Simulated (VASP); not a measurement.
Consider the following.

```
CELL_PARAMETERS angstrom
      0.00000     2.31705     2.31705
      2.31705     0.00000     2.31705
      2.31705     2.31705     0.00000
ATOMIC_POSITIONS crystal
  Zr 0.00000 0.00000 0.00000
  C  0.50000 0.50000 0.50000
```

These are PBE GGA with D3 dispersion (zero damping), VASP's PBE PAW potentials (set 64) (plane waves; VASP) values and carry that method's errors. Settings: 520 eV cut-off, 13×13×13 Γ-centred mesh, first-order Methfessel-Paxton smearing of 0.10 eV, potentials Zr_sv C.

**Question.** Give the stress tensor in GPa (positive for a compressed cell).

**Answer.** 
```
7.49  0.00  0.00
0.00  7.49  0.00
0.00  0.00  7.49
```
The pressure is its mean diagonal, 7.49 GPa.

The compound is ZrC in the rock salt structure. This cell is one point of a volume scan, at 0.97 of the reference volume.
